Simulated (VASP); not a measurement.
GaSb:

```xyz
2
Lattice="0.0000 3.1069 3.1069 3.1069 0.0000 3.1069 3.1069 3.1069 0.0000" Properties=species:S:1:pos:R:3 pbc="T T T"
Ga    0.0000    0.0000    0.0000
Sb    1.5535    1.5535    1.5535
```

```yaml
Program: VASP 6.6.1
Task: relaxation of cell and atoms
Functional: PBE
Dispersion: D3(BJ)
Potentials_or_basis: VASP PAW PBE potentials, release 64 (Ga_d, Sb)
Cutoff: 600 eV
k_mesh: 12 × 12 × 12
Occupations: gaussian, width 0.1 eV
Spin: no spin polarisation
```

At the start: pressure -1.8 GPa; volume 29.99 Å³/atom.

Task: How do energy, volume and symmetry change on relaxing?

Result: Over 3 steps the energy falls by 7.0 meV/atom and the volume is 28.82 Å³/atom (-3.9 %); space group F-43m (No. 216, to 0.05 Å).

Step by step:
| step | energy change (eV) | largest force (eV/Å) | pressure (GPa) | volume (Å³) |
| --- | --- | --- | --- | --- |
| 1 | 0.0000 | 0.0000 | -1.83 | 59.98 |
| 2 | -0.0130 | 0.0000 | 0.52 | 57.06 |
| 3 | -0.0139 | 0.0000 | 0.02 | 57.63 |

Final structure:
```
Ga Sb
1.0
     0.00000    3.06577    3.06577
     3.06577    0.00000    3.06577
     3.06577    3.06577    0.00000
Ga Sb
1 1
Direct
  0.00000 0.00000 0.00000
  0.25000 0.25000 0.25000
```

Caveat: pairwise dispersion overbinds metals, which lowers pressure and volume.
